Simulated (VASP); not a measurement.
Method: vdW-DF2, VASP's PBE PAW potentials (set 64) (plane waves; VASP).

Input for VASP

### INCAR
```
AGGAC = 0.0
ALGO = Normal
EDIFF = 1E-6
EDIFFG = -0.01
ENCUT = 520
GGA = ML
IBRION = 2
ISIF = 3
ISMEAR = 1
LASPH = .TRUE.
LCHARG = .FALSE.
LMAXMIX = 6
LREAL = .FALSE.
LUSE_VDW = .TRUE.
LWAVE = .FALSE.
NELM = 100
NSW = 60
PREC = Accurate
SIGMA = 0.1
SYSTEM = HfC
ZAB_VDW = -1.8867
```

POSCAR:
```
HfC
1
    0.0000000000     2.3200000000     2.3200000000
    2.3200000000     0.0000000000     2.3200000000
    2.3200000000     2.3200000000     0.0000000000
Hf C
1 1
Direct
  0.0000000000   0.0000000000   0.0000000000
  0.5000000000   0.5000000000   0.5000000000
```

### KPOINTS
```
K-points
0
Gamma
12 12 12
```

POTCAR, in this order: Hf_pv C (PBE.64 set). Program: vasp_std.

What will the output report for the number of irreducible k-points (NKPTS), largest plane-wave count, number of space-group operations, FFT grid (NGX, NGY, NGZ)?

| Quantity | Result |
|---|---|
| number of irreducible k-points (NKPTS) | 72 |
| largest plane-wave count | 692 |
| number of space-group operations | 48 |
| FFT grid (NGX, NGY, NGZ) | 24 × 24 × 24 |

The compound is HfC in the rock salt structure. This run relaxes it. Symmetry was kept, so distortions that lower it aren't found.
